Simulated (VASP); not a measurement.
Calculation: PBEsol GGA, VASP's PBE PAW potentials (set 64) (plane waves; VASP). For the first row: Numerical set-up: 400 eV cut-off, 6×6×4 Γ-centred mesh, tetrahedra with Blöchl corrections, potentials Zn Cd Se.

| system | energy (eV/atom) |
|---|---|
| ZnCdSe2 (space group P-4m2) | -3.2228 |
| Zn (hcp) | -1.5812 |
| Cd (hcp) | -1.1996 |
| Se (trig) | -3.8532 |

The references are the elements' solids at the same level; no temperature or zero-point terms are added.    Without a dispersion term in the relaxation, distances and binding between the weakly bound layers, chains or molecules are unreliable, and so is what depends on them.

Q: What is the formation energy per atom of ZnCdSe₂?

A: The references average (1×(-1.5812) + 1×(-1.1996) + 2×(-3.8532))/4 = -2.6218 eV, so the formation energy is -3.2228 − (-2.6218) = -0.601 eV/atom.
